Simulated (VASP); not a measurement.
Consider the following.

```
CELL_PARAMETERS angstrom
      2.20143    -3.79308     0.00000
      2.20143     3.79308     0.00000
      0.00000     0.00000     4.52477
ATOMIC_POSITIONS crystal
  Ga 0.15552 0.84448 0.91763
  Ga 0.34448 0.65552 0.41763
  Ga 0.65552 0.34448 0.58237
  Ga 0.84448 0.15552 0.08237
```

Calculation: PBEsol GGA, VASP's PBE PAW potentials (set 64) (plane waves; VASP). Numerical set-up: 400 eV cut-off, 9×9×8 Γ-centred mesh, tetrahedra with Blöchl corrections, potentials Ga_d.

Tabulate the total density of states (states/eV per cell) against energy (eV; zero at the valence-band maximum or, without a gap, the Fermi level).

```
E (eV) | DOS (states/eV)
    -9.98 | ######### 0.63
    -9.62 | ########### 0.80
    -9.26 | ########### 0.85
    -8.90 | ############ 0.92
    -8.66 | ########## 0.78
    -8.30 | ########## 0.76
    -7.94 | ############ 0.89
    -7.58 | ############## 1.04
    -7.22 | ################ 1.21
    -6.86 | ############# 0.93
    -6.50 | ######### 0.63
    -6.14 | ############### 1.12
    -5.90 | ################ 1.16
    -5.54 | ################## 1.30
    -5.18 | ################# 1.26
    -4.82 | ################ 1.20
    -4.46 | ############## 1.04
    -4.10 | ############ 0.90
    -3.74 | ############# 0.95
    -3.38 | ################### 1.39
    -3.14 | ################### 1.41
    -2.78 | ################## 1.30
    -2.42 | ################### 1.39
    -2.06 | ###################### 1.64
    -1.70 | ############################## 2.21
    -1.34 | ######################### 1.88
    -0.98 | #################### 1.47
    -0.62 | ################### 1.38
    -0.38 | ############# 0.97
    -0.02 | ####### 0.53
     0.34 | ######## 0.57
     0.70 | ###################### 1.64
     1.06 | ############################## 2.22
     1.42 | ########################### 2.01
     1.78 | #################### 1.50
     2.14 | #################### 1.50
     2.38 | ##################### 1.57
     2.74 | ########################### 2.03
     3.10 | ############################ 2.06
     3.46 | #################### 1.46
```
Within 2 eV below the Fermi level the largest weight inside VASP's projection spheres is Ga p, then Ga s.

The compound is Ga in the alpha structure. It was relaxed first.
